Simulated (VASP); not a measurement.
VASP ran on this input.

**POSCAR**
```
BP
1
    2.8751286141     0.0000000000     0.0000000000
   -1.4375643070     2.4899353250    -0.0000000000
   -0.0000000000     0.0000000000     4.9180171416
B P
2 2
Direct
  0.0000000000   0.0000000000   0.0000000000
  0.0000000000   0.0000000000   0.5000000000
  0.3333330000   0.6666670000   0.2500000000
  0.6666670000   0.3333330000   0.7500000000
```

### INCAR
```
SYSTEM = BP
PREC = Accurate
ENCUT = 620
EDIFF = 1E-6
NELM = 100
ALGO = Normal
LREAL = .FALSE.
LASPH = .TRUE.
ISMEAR = 1
SIGMA = 0.1
GGA = PS
LWAVE = .FALSE.
LCHARG = .FALSE.
IBRION = 2
ISIF = 3
NSW = 40
EDIFFG = -0.02
PSTRESS = 450
```

File KPOINTS:
```
Automatic mesh
0
Gamma
12 12 6
0 0 0
```

POTCAR, in this order: B P (PBE.64 set). Program: vasp_std.

Q: Write an equivalent input for Ansatz.

A: One equivalent input (not run):
Ansatz 0.2 input:
```yaml
crystal:
  lattice:
    - [2.8751286, 0.0000000, 0.0000000]
    - [-1.4375643, 2.4899353, 0.0000000]
    - [0.0000000, 0.0000000, 4.9180171]
  atoms:
    - { symbol: B, position: [0.0000000, 0.0000000, 0.0000000] }
    - { symbol: B, position: [0.0000000, 0.0000000, 0.5000000] }
    - { symbol: P, position: [0.3333330, 0.6666670, 0.2500000] }
    - { symbol: P, position: [0.6666670, 0.3333330, 0.7500000] }
kpoints:
  mp_grid: { grid: [12, 12, 6] }
hamiltonian:
  xc: pbesol
  pseudopotentials: { kind: paw }
scf:
  occupations: { method: methfessel_paxton, width: 0.1 }
  max_iter: 100
relax:
  max_steps: 40
  f_tol: 0.02
  cell: { p_target: 45 }
output: { forces: true, stress: true, eigenvalues: true }
```
Limits of the translation: each code has its own PAW files, so the cut-off isn't converted (ENCUT is set for VASP's; basis.ecutwfc is left out, and Ansatz then takes the one that its files recommend); Ansatz stops its SCF on the density residual and VASP on the energy change (EDIFF).

The structure was generated: BP was put into the NiAs type type (P6_3/mmc), which need not be its known phase. This run relaxes it under an external pressure of 45 GPa. Symmetry was kept, so distortions that lower it aren't found.
